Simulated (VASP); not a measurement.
Output of a VASP run:

File OSZICAR:
```
       N       E                     dE             d eps       ncg     rms          rms(c)
DAV:   1     0.895145945472E+02    0.89515E+02   -0.74569E+03  3080   0.136E+03
DAV:   2    -0.735789812313E+01   -0.96872E+02   -0.94365E+02  3095   0.329E+02
DAV:   3    -0.131466624375E+02   -0.57888E+01   -0.55700E+01  4883   0.794E+01
DAV:   4    -0.133629472748E+02   -0.21628E+00   -0.21359E+00  3891   0.132E+01
DAV:   5    -0.133734148818E+02   -0.10468E-01   -0.10460E-01  4566   0.268E+00    0.929E+00
DAV:   6    -0.119294778240E+02    0.14439E+01   -0.14072E+01  3912   0.392E+01    0.373E+00
DAV:   7    -0.117429614729E+02    0.18652E+00   -0.15486E+00  3631   0.128E+01    0.182E+00
DAV:   8    -0.117332179110E+02    0.97436E-02   -0.18589E-01  3533   0.510E+00    0.581E-01
DAV:   9    -0.117300983318E+02    0.31196E-02   -0.34532E-02  3682   0.245E+00    0.217E-01
DAV:  10    -0.117304145726E+02   -0.31624E-03   -0.17338E-03  3846   0.506E-01    0.630E-02
DAV:  11    -0.117303611771E+02    0.53395E-04   -0.53749E-04  3966   0.252E-01    0.464E-02
DAV:  12    -0.117303688111E+02   -0.76340E-05   -0.31334E-05  3731   0.710E-02    0.132E-02
DAV:  13    -0.117303686977E+02    0.11348E-06   -0.21507E-06  4087   0.130E-02    0.827E-03
DAV:  14    -0.117303691352E+02   -0.43754E-06   -0.77614E-07  3491   0.109E-02    0.173E-03
DAV:  15    -0.117303692026E+02   -0.67368E-07   -0.73625E-08  1829   0.287E-03
   1 F= -.11730369E+02 E0= -.11730307E+02  d E =-.117304E+02
```

**OUTCAR**
```
------------------------ aborting loop because EDIFF is reached ----------------------------------------
  FORCE on cell =-STRESS in cart. coord.  units (eV):
  Direction    XX          YY          ZZ          XY          YZ          ZX
  --------------------------------------------------------------------------------------
  Total       -0.6409012     -0.6409012     -0.6464731      0.0000000      0.0000000      0.0000000
  in kB      -30.0182792    -30.0182792    -30.2792508      0.0000000      0.0000000      0.0000000
  external PRESSURE =     -30.1052697 kB  Pullay stress =       0.0000000 kB
  volume of cell :       34.21
      direct lattice vectors                 reciprocal lattice vectors
     2.876055766  0.000000000  0.000000000     0.347698404  0.000000000  0.000000000
     0.000000000  2.876055766  0.000000000     0.000000000  0.347698404  0.000000000
     0.000000000  0.000000000  4.135435807     0.000000000  0.000000000  0.241812483
 POSITION                                       TOTAL-FORCE (eV/Angst)
 -----------------------------------------------------------------------------------
      0.00000      0.00000      0.00000         0.000000      0.000000      0.000000
      1.43803      1.43803      2.06772         0.000000      0.000000      0.000000
 -----------------------------------------------------------------------------------
    total drift:                                0.000000      0.000000      0.000000
  FREE ENERGIE OF THE ION-ELECTRON SYSTEM (eV)
  ---------------------------------------------------
  free  energy   TOTEN  =       -11.7303692026 eV

  energy  without entropy=      -11.7301825087  energy(sigma->0) =      -11.73030697

 reached required accuracy - stopping structural energy minimisation
```
(Selected blocks of OUTCAR.)

### POSCAR
```
TiAl
1
    2.8760557662     0.0000000000     0.0000000000
    0.0000000000     2.8760557662     0.0000000000
    0.0000000000     0.0000000000     4.1354358070
Ti Al
1 1
Direct
  0.0000000000   0.0000000000   0.0000000000
  0.5000000000   0.5000000000   0.5000000000
```

**Question.** Write an INCAR and KPOINTS that could have produced this output.

**Answer.** Several could match; the one computed here: the input of the run itself, RPBE GGA, plane waves, VASP's PBE PAW potentials (set 64).

INCAR:
```
# general
SYSTEM =TiAl
PREC   =Accurate
ENCUT  =520
LREAL  =F
LASPH  =T

# electronic loop
EDIFF  =1E-7
NELM   =100
ALGO   =Normal
LMAXMIX=4

# smearing
ISMEAR =1
SIGMA  =0.1

# functional
GGA    =RP

# ions
IBRION =2
NSW    =30
ISIF   =4
EDIFFG =-0.01

# output
LWAVE  =F
LCHARG =F
```

KPOINTS:
```
K-points
0
Gamma
  13 13 9
```

POTCAR, in this order: Ti_sv Al (PBE.64 set). Program: vasp_std.

The compound is TiAl in the L1_0 structure. This cell is one point of a volume scan, at 1.03 of the reference volume. The electron count is odd and the run is not spin-polarised, which forces a metal.
